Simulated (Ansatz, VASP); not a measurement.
# AlIn in two plane-wave programs

One calculation is typed for both programs; each brings its own data sets. How far apart do they land? The cell is generated by rule, not measured, and may not be a known phase. The cell is taken from a series of runs on this material, whose earlier steps may have relaxed, scaled, displaced or heated it; both programs get it as it stands.

Calculated with Ansatz 0.2.0; plane waves, with VASP 6.6.1 beside it; single point at PBEsol.

The structure was built from a prototype and need not be the compound's stable phase.

**1. The structure**

It takes space group P4/nmm (No. 129, tetragonal). The conventional cell has a = 4.033 Å, b = 4.033 Å, c = 5.704 Å, α = 90.00°, β = 90.00°, γ = 90.00°. Nearest to Al lie 6 In at 2.83 to 2.87 Å. Nearest to In lie 6 Al at 2.83 to 2.87 Å. Farther neighbours are not listed.

**2. Ansatz: single point, PBEsol, pair 1**

Ansatz runs on its default PAW (the set named soft_2) files.

With cell and atoms fixed, the geometry can't cause a difference; cores, projectors, grids and the points listed under the comparison can.

The input, input.yaml:

```yaml
crystal:
  lattice:
    - [0.0, -2.8518048579, -2.8518048579]
    - [0.0, 2.8518048579, -2.8518048579]
    - [5.7036097157, 0.0, 0.0]
  atoms:
    - { symbol: Al, position: [0.5, 0.5, 0.024545859] }
    - { symbol: Al, position: [0.0, 0.0, 0.475454141] }
    - { symbol: In, position: [0.5, 0.5, 0.5210101783] }
    - { symbol: In, position: [0.0, 0.0, -0.0210101783] }
kpoints:
  mp_grid: { grid: [10, 10, 8] }
hamiltonian:
  xc: pbesol
scf:
  occupations: { method: methfessel_paxton, width: 0.2 }
output:
  forces: true
  stress: true
  eigenvalues: true
```

Started as:

```sh
$ ansatz run input.yaml --threads 4 --pin off --max-ram 7168MiB --backend cpu --events-out ev --progress --plain --runs-dir out
```

Numbers of over 12 decimals in the logs are rounded to 6 here.

The program printed:

```text
Engine: ansatz 0.2.0, x86_64-unknown-linux-gnu
Pseudopotentials: kind: paw
Pseudopotential: Al, paw, valence charge 3, recommended cutoff 420 eV (normal), Al.paw.azcp
Pseudopotential: In, paw, valence charge 13, recommended cutoff 420 eV (normal), In.paw.azcp
Functional definition: PBEsol
  exchange = pbesol_x
  correlation = pbesol_c
Crystal: 4 atoms, lattice volume = 92.773 Å³
Basis set: ecut = 420 eV, 1827 PW (Γ), exchange–correlation on 54×54×80 points (8 copies of the dense FFT grid, shifted against one another)
Bands: 20, of which v1, the nominal top of the filled ones, is band 16 counted from 1 (15 counted from 0)
Symmetry: 16 space group operations
Space group: P4/nmm (ITA 129), of the structure as read, at distance tolerance 4.5e-5 Å
k-points: 105 of 800
Non-local potential: Al, projectors of the file, l = 0: 2, l = 1: 2, l = 2: 1
Non-local potential: In, projectors of the file, l = 0: 2, l = 1: 2, l = 2: 2, l = 3: 2
PAW form: soft (Blöchl's): semilocal exchange-correlation on the pseudo side does not see the compensation charge
PAW frozen core: Al, regenerated for the run's functional, and the local potential with it (the file was generated under x = pbe(κ = 0.804, μ = 0.219515), c = pbe(β = 0.066725))
PAW frozen core: In, regenerated for the run's functional, and the local potential with it (the file was generated under x = pbe(κ = 0.804, μ = 0.219515), c = pbe(β = 0.066725))
PAW one-centre angular grid: Al, 110 points (default); XC on 64 Gauss nodes
PAW one-centre angular grid: In, 590 points (default); XC on 64 Gauss nodes
Initial density: superposition of atomic densities (neutral atoms: chi_scale 0, normalization atom), corrected by the library's trained network
Initial wavefunctions: pseudopotential atomic-orbital guess
Functional: x = pbesol(κ = 0.804, μ = 0.123457), c = pbesol(β = 0.046)
SCF iter   1: F=—  HF=-12098.772576 eV  |F-HF|=—  |Δ(HF+E_count)|=         —  Δρ=2.60e-3  dr2=7.49e-3  ethr=1.77e-3  ⟨swp⟩=7.0  Hψ=23732  notcnv=0  defer=1
automatic band count: the SCF goes on with 24 bands, as 20 were too few: the levels above may hold too much charge
preconditioner: auto → Kerker (q_TF=auto, 2.285 Å⁻¹)  [metal: Δε(μ)=0.021 eV  Ē_g=14.394 eV  σ=0.200 eV  W_gap=0.09  n_scr=20 (ndim 8)  ℏωp=21.8 eV  f_vac=0.000  D(μ)=2.20/eV (n_scr^D=14)]
SCF iter   2: F=—  HF=-12098.767949 eV  |F-HF|=—  |Δ(HF+E_count)|=   4.63e-3  S|Δr|=    0.00e0  Δρ=1.80e-3  dr2=3.76e-3  ethr=2.34e-5  ⟨swp⟩=1.2  Hψ=3637  notcnv=0  defer=1
SCF iter   3: F=—  HF=-12098.767130 eV  |F-HF|=—  |Δ(HF+E_count)|=   8.19e-4  S|Δr|=    0.00e0  Δρ=1.35e-3  dr2=1.12e-3  ethr=1.17e-5  ⟨swp⟩=2.0  Hψ=3982  notcnv=0  defer=1
SCF iter   4: F=—  HF=-12098.766699 eV  |F-HF|=—  |Δ(HF+E_count)|=   4.31e-4  S|Δr|=    0.00e0  Δρ=4.70e-4  dr2=1.66e-4  ethr=3.50e-6  ⟨swp⟩=2.0  Hψ=3345  notcnv=0  defer=1
SCF iter   5: F=—  HF=-12098.766647 eV  |F-HF|=—  |Δ(HF+E_count)|=   5.21e-5  S|Δr|=    0.00e0  Δρ=9.31e-5  dr2=6.92e-6  ethr=5.18e-7  ⟨swp⟩=2.7  Hψ=4233  notcnv=0  defer=1
SCF iter   6: F=—  HF=-12098.766652 eV  |F-HF|=—  |Δ(HF+E_count)|=   4.34e-6  S|Δr|=    0.00e0  Δρ=1.01e-5  dr2=1.20e-7  ethr=2.16e-8  ⟨swp⟩=2.0  Hψ=3475  notcnv=0  defer=1
SCF iter   7: F=-12098.766652 eV  HF=-12098.766652 eV  |F-HF|=4.22e-9  |Δ(HF+E_count)|=   2.33e-8  S|Δr|=    0.00e0  Δρ=1.99e-6  dr2=7.30e-9  ethr=3.13e-10  ⟨swp⟩=8.4  Hψ=12023  notcnv=0
SCF 1 converged in 7 iterations: F = -12098.766652 eV  dr2 = 7.30e-9
  greatest PAW one-centre occupation: 0.981 electrons in one spin orbital (limit 2), on the In atom at site 3 (counted from 0), in its partial waves of l = 2
SCF converged after 7 iterations
Stability not checked: this state was not tested for a lower state beside it, because cold or Methfessel-Paxton smearing, or corrected tetrahedra, fill the levels in a way that the test cannot read (fill_not_monotonic; see scf.lower_state_search)
Free energy (F): -12098.766652 eV
Harris-Foulkes:  -12098.766652 eV  (|F-HF|=4.22e-9)
Internal energy: -12098.764916 eV  (E = F + TS)
E sigma→0 (E₀):  -12098.766218 eV
Entropy (-TS):   -0.001735 eV (-0.434 meV/atom)
Fermi energy:    8.015940 eV
Step filling:    the computed levels leave a gap of 0.0032 eV = 0.0 smearing widths at the electron count; against every level under it full and every level over it empty, smearing changes F+E_penalty+E_count by +0.241 meV and its σ→0 estimate by +0.675 meV
--- Per-component energies (eV) ---
  E_band       = -75.969416
  E_kinetic    = 526.841761
  E_local      = -2567.285062  (includes V_loc(G=0)·N_el)
  E_nonlocal   = 755.914101
  E_hartree    = 1035.971818
  E_xc         = -505.063776
  E_vxc        = -256.973649  (∫ρ·V_xc dr)
  E_paw        = -9073.190015  (= ΣΔE_a)
  E_vpaw       = -606.413242  (= ΣTr[D̂ρ^β])
  E_aug_tail   = 0.000045  (compensation charges beyond the density's cutoff)
  E_ewald      = -2272.463872
  E_core_change = 0.510083  (= ΣΔE_core)
  E_smearing   = -0.001735  (= −TS)
  E_closure    = 0.000000  (closes the sum)
  Σ components = -12098.766652   (vs F -12098.766652, Δ=0.00e0)
--- Forces (eV/Å), atoms counted from 1 ---
  atom   1  Al     0.03764952    -0.00000000     0.00000000
  atom   2  Al    -0.03764952    -0.00000000     0.00000000
  atom   3  In     0.12811987     0.00000000    -0.00000000
  atom   4  In    -0.12811987     0.00000000     0.00000000
  max |Σ_I F_I| component: 2.72e-19 eV/Å
--- Stress (GPa, compression-positive) ---
        0.134396      -0.000000       0.000000
       -0.000000      -0.475211       0.000000
        0.000000       0.000000      -0.475211
  P = ⅓ Tr σ = -0.2720 GPa (-2.720 kbar)
--- Band table (eV; the first three rows and the last of 105) ---
  k-point 0: bands = [... 12 lower, 4.0574, 7.2806, 7.3301, 7.3301, 10.4680, 10.5078, 10.5078, 11.1811, ... 4 higher]
  k-point 1: bands = [... 12 lower, 4.8143, 7.3448, 7.4057, 7.4057, 10.1066, 10.2632, 10.2632, 11.2419, ... 4 higher]
  k-point 2: bands = [... 12 lower, 6.1218, 7.5466, 7.6297, 7.6297, 9.4282, 9.7056, 9.7056, 11.4234, ... 4 higher]
  k-point 104: bands = [... 12 lower, 4.1752, 4.1752, 5.2582, 5.2582, 5.2725, 5.2725, 13.0108, 13.0108, ... 4 higher]
```

The run ends at a pressure of -0.27 GPa, with forces up to 0.13 eV/Å.

**3. VASP: single point, PBEsol, pair 1**

The same cell, functional, mesh and smearing now go to VASP, with its own data sets.

Lines of VASP's logs that name or quote its potential files are left out, and so is its time.

The input, INCAR:

```
SYSTEM = AlIn
PREC = Accurate
ENCUT = 500
EDIFF = 1E-06
NELM = 120
ISMEAR = 1
SIGMA = 0.2
LREAL = .FALSE.
ALGO = Normal
GGA = PS
NBANDS = 22
LORBIT = 11
LWAVE = .FALSE.
LCHARG = .FALSE.
ISIF = 2
LASPH = .TRUE.
GGA_COMPAT = .FALSE.
KPAR = 2
```

The input, POSCAR:

```
AlIn
1.0
    0.0000000000     -2.8518048579     -2.8518048579
    0.0000000000      2.8518048579     -2.8518048579
    5.7036097157      0.0000000000      0.0000000000
Al In
2 2
Direct
    0.5000000000      0.5000000000      0.0245458590
    0.0000000000      0.0000000000      0.4754541410
    0.5000000000      0.5000000000      0.5210101783
    0.0000000000      0.0000000000      0.9789898217
```

The input, KPOINTS:

```
Automatic mesh
0
Gamma
10 10 8
0 0 0
```

Potentials, in the order of the species: Al and In_d (PBE family, release 64).

Started as:

```sh
$ mpirun -np 2 vasp_std
```

The program printed:

```text
[banner, memory and clock lines left out]
running    2 mpi-ranks, on    1 nodes
 distrk:  each k-point on    1 cores,    2 groups
 distr:  one band on    1 cores,    1 groups

 POSCAR found type information on POSCAR AlIn
 POSCAR found :  2 types and       4 ions
|                                                                             |
|               ----> ADVICE to this user running VASP <----                  |
|                                                                             |
|     You enforced a specific xc type in the INCAR file but a different       |
|     [... a line on the potential file left out ...]
|     I HOPE YOU KNOW WHAT YOU ARE DOING!                                     |
|                                                                             |

 LDA part: xc-table for (Slater+PW92), standard interpolation
 POSCAR, INCAR and KPOINTS ok, starting setup
 FFT: planning ... GRIDC
 FFT: planning ... GRID_SOFT
 FFT: planning ... GRID
 WAVECAR not read
 entering main loop
       N       E                     dE             d eps       ncg     rms          rms(c)
DAV:   1     0.231252543878E+03    0.23125E+03   -0.14124E+04  4620   0.161E+03
DAV:   2     0.335005739054E+01   -0.22790E+03   -0.22157E+03  4716   0.373E+02
DAV:   3    -0.126172357775E+02   -0.15967E+02   -0.15585E+02  5654   0.115E+02
DAV:   4    -0.131412644742E+02   -0.52403E+00   -0.52314E+00  5740   0.222E+01
DAV:   5    -0.131754844681E+02   -0.34220E-01   -0.34218E-01  6980   0.467E+00    0.483E+00
DAV:   6    -0.130399517791E+02    0.13553E+00   -0.27964E-01  5664   0.846E+00    0.232E+00
DAV:   7    -0.130136990431E+02    0.26253E-01   -0.71693E-02  6422   0.367E+00    0.540E-01
DAV:   8    -0.130111522854E+02    0.25468E-02   -0.52472E-03  6238   0.954E-01    0.241E-01
DAV:   9    -0.130106953848E+02    0.45690E-03   -0.52001E-04  6402   0.194E-01    0.613E-02
DAV:  10    -0.130106982302E+02   -0.28454E-05   -0.37600E-05  6288   0.518E-02    0.130E-02
DAV:  11    -0.130106994169E+02   -0.11867E-05   -0.16056E-06  4036   0.117E-02    0.796E-03
DAV:  12    -0.130106991157E+02    0.30119E-06   -0.32527E-07  2904   0.759E-03
   1 F= -.13010699E+02 E0= -.13010118E+02  d E =-.174257E-02
```

OUTCAR, selected parts (step 3):

```text
ion  position               nearest neighbor table
   1  0.500  0.500  0.025-   3 2.83   4 2.86   4 2.86   4 2.86   4 2.86   3 2.87
   2  0.000  0.000  0.475-   4 2.83   3 2.86   3 2.86   3 2.86   3 2.86   4 2.87
   3  0.500  0.500  0.521-   1 2.83   2 2.86   2 2.86   2 2.86   2 2.86   1 2.87   4 3.87   4 3.87
                             4 3.87   4 3.87
   4  0.000  0.000  0.979-   2 2.83   1 2.86   1 2.86   1 2.86   1 2.86   2 2.87   3 3.87   3 3.87
                             3 3.87   3 3.87

  LATTYP: Found a simple tetragonal cell.
 ALAT       =     4.0330611073
 C/A-ratio  =     1.4142135623

 Subroutine GETGRP returns: Found 16 space group operations
 (whereof  8 operations were pure point group operations)

The static configuration has the point symmetry C_4v.
 The point group associated with its full space group is D_4h.

 Found    105 irreducible k-points:

   k-points           NKPTS =    105   k-points in BZ     NKDIM =    105   number of bands    NBANDS=     22

   dimension x,y,z NGX =    30 NGY =   30 NGZ =   42
   dimension x,y,z NGXF=    60 NGYF=   60 NGZF=   84

   ENCUT  =  500.0 eV  36.75 Ry    6.06 a.u.   7.35  7.35 10.40*2*pi/ulx,y,z

   NELECT =      32.0000    total number of electrons

 k-points in reciprocal lattice and weights: Automatic mesh
   0.00000000  0.00000000  0.00000000       0.001
   0.10000000  0.00000000  0.00000000       0.005
   0.20000000  0.00000000  0.00000000       0.005
   0.30000000  0.00000000  0.00000000       0.005
   0.40000000  0.00000000  0.00000000       0.005
   0.50000000  0.00000000  0.00000000       0.003
   0.10000000  0.10000000  0.00000000       0.005
   0.20000000  0.10000000  0.00000000       0.010
   0.30000000  0.10000000  0.00000000       0.010
[...]
0.50000000  0.40000000  0.50000000       0.005
   0.50000000  0.50000000  0.50000000       0.001

 average (electrostatic) potential at core
       1 -73.9221       2 -73.9221       3 -94.4047       4 -94.4047

 E-fermi :   6.5070

 k-point     1 :       0.0000    0.0000    0.0000
  band No.  band energies     occupation
    ...
     12       1.1153      2.00000
     13       2.5460      2.00000
     14       5.7746      2.00000
     15       5.8203      2.00001
     16       5.8203      2.00001
     17       8.9602     -0.00000
     18       9.0002     -0.00000
     19       9.0002     -0.00000
     20       9.6752     -0.00000
     21      11.5129      0.00000
    ...

 k-point     2 :       0.1000    0.0000    0.0000
  band No.  band energies     occupation
    ...
     11      -2.9766      2.00000
     12       1.1969      2.00000
     13       2.6432      2.00000
     14       4.3951      2.00000
     15       5.9285      2.00034
     16       6.9227     -0.01231
     17       8.2332     -0.00000
     18       8.6370     -0.00000
     19       9.1096     -0.00000
     20      10.1844     -0.00000
    ...

 k-point     3 :       0.2000    0.0000    0.0000
  band No.  band energies     occupation
    ...
     11      -2.6923      2.00000
     12       1.4266      2.00000
     13       2.9319      2.00000
     14       2.9896      2.00000
     15       6.2507      2.07000
     16       6.9072     -0.01594
     17       7.6537     -0.00000
     18       7.8217     -0.00000
     19       9.4352     -0.00000
     20      11.5637      0.00000
    ...

  Total        0.0751638     -0.2785076     -0.2785076      0.0000000      0.0000000      0.0000000
  in kB        1.2980750     -4.8098126     -4.8098126      0.0000000      0.0000000      0.0000000
  external PRESSURE =      -2.7738501 kB  Pullay stress =       0.0000000 kB

  energy-cutoff  :      500.00
  volume of cell :       92.77
      direct lattice vectors                 reciprocal lattice vectors
     0.000000000 -2.851804858 -2.851804858     0.000000000 -0.175327564 -0.175327564
     0.000000000  2.851804858 -2.851804858     0.000000000  0.175327564 -0.175327564
     5.703609716  0.000000000  0.000000000     0.175327564  0.000000000  0.000000000

 POSITION                                       TOTAL-FORCE (eV/Angst)
 -----------------------------------------------------------------------------------
      0.14000      0.00000     -2.85180         0.038464      0.000000      0.000000
      2.71180      0.00000      0.00000        -0.038464     -0.000000     -0.000000
      2.97164      0.00000     -2.85180         0.127457     -0.000000     -0.000000
      5.58378      0.00000      0.00000        -0.127457      0.000000      0.000000
 -----------------------------------------------------------------------------------
    total drift:                               -0.000000      0.000000     -0.000000

  FREE ENERGIE OF THE ION-ELECTRON SYSTEM (eV)
  ---------------------------------------------------
  free  energy   TOTEN  =       -13.0106991157 eV

  energy  without entropy=      -13.0089565448  energy(sigma->0) =      -13.01011826

 total charge
# of ion       s       p       d       tot
------------------------------------------
    1        0.474   0.290   0.000   0.764
    2        0.474   0.290   0.000   0.764
    3        0.952   0.678   9.842  11.472
    4        0.952   0.678   9.842  11.472
--------------------------------------------------
tot          2.853   1.935  19.684  24.472

[... 3 further parts left out ...]
```

The run ends at a pressure of -0.28 GPa, with forces up to 0.13 eV/Å.

**4. Comparison**

Known differences besides the potentials themselves: the cutoff is 420 eV in Ansatz and 500 eV in VASP; Ansatz makes its cores anew for this functional, VASP keeps those of its PBE data sets. Total energies have different zeros and are not compared.

Both answers:

| quantity | Ansatz | VASP | difference |
| --- | --- | --- | --- |
| pressure (GPa) | -0.27 | -0.28 | +0.01 |

Forces (eV/Å; atoms numbered as in POSCAR):

| atom | Ansatz x, y, z | VASP x, y, z |
| --- | --- | --- |
| Al1 | 0.038, 0.000, 0.000 | 0.038, 0.000, 0.000 |
| Al2 | -0.038, 0.000, 0.000 | -0.038, 0.000, 0.000 |
| In3 | 0.128, 0.000, 0.000 | 0.127, 0.000, 0.000 |
| In4 | -0.128, 0.000, 0.000 | -0.127, 0.000, 0.000 |

The forces differ by 0.4 meV/Å r.m.s., which is 0.8 % of the r.m.s. force of 0.054 eV/Å (both taken over all components).

**5. Ansatz: single point, PBEsol, pair 2**

A single point gives forces, pressure and levels at one fixed geometry, so differences don't come from the geometry; what else differs is listed under the comparison.

The cell is taken from a series of runs on this material, whose earlier steps may have relaxed, scaled, displaced or heated it; both programs get it as it stands.

input.yaml, the sections that differ from step 2:

```yaml
crystal:
  lattice:
    - [0.0, -2.8518048579, -2.8518048579]
    - [0.0, 2.8518048579, -2.8518048579]
    - [5.7036097157, 0.0, 0.0]
  atoms:
    - { symbol: Al, position: [0.5, 0.5, 0.0385720642] }
    - { symbol: Al, position: [0.0, 0.0, 0.4614279358] }
    - { symbol: In, position: [0.5, 0.5, 0.5330159945] }
    - { symbol: In, position: [0.0, 0.0, -0.0330159945] }
# kpoints, hamiltonian, scf, output: as in step 2
```

Started as:

```sh
$ ansatz run input.yaml --threads 4 --pin off --max-ram 7168MiB --backend cpu --events-out ev --progress --plain --runs-dir out
```

The program printed:

```text
[...]
Crystal: 4 atoms, lattice volume = 92.773 Å³
Basis set: ecut = 420 eV, 1827 PW (Γ), exchange–correlation on 54×54×80 points (8 copies of the dense FFT grid, shifted against one another)
Bands: 20, of which v1, the nominal top of the filled ones, is band 16 counted from 1 (15 counted from 0)
Symmetry: 16 space group operations
[...]
k-points: 105 of 800
[...]
k-point 0: bands = [... 12 lower, 4.0242, 7.2806, 7.3494, 7.3494, 10.5268, 10.6165, 10.6165, 11.1713, ... 4 higher]
  k-point 1: bands = [... 12 lower, 4.7998, 7.3447, 7.4257, 7.4257, 10.1447, 10.3548, 10.3548, 11.2308, ... 4 higher]
  k-point 2: bands = [... 12 lower, 6.1152, 7.5467, 7.6521, 7.6521, 9.4485, 9.7708, 9.7708, 11.4076, ... 4 higher]
  k-point 104: bands = [... 12 lower, 4.1797, 4.1797, 5.2850, 5.2850, 5.3061, 5.3061, 13.0377, 13.0377, ... 4 higher]
[key lines of the parts left out:]
SCF converged after 7 iterations
Free energy (F): -12098.795364 eV
Fermi energy:    8.043857 eV
P = ⅓ Tr σ = -0.5996 GPa (-5.996 kbar)
```

The run ends at a pressure of -0.60 GPa, with forces up to 0.19 eV/Å.

(Continued in part 2 of 2.)

[Lines on the potential files, build, host, timing and source positions are cut from VASP's logs without a mark.]

[Logs are printed without paths, hosts, clocks, repeated set-up lines and the standing remarks that a program may print on its own settings, such as how far it seeks lower states.]

[Hosts, paths, dates, database ids (printed as entryN), source tags and the programs' standing remarks are cut or masked in the printed files.]
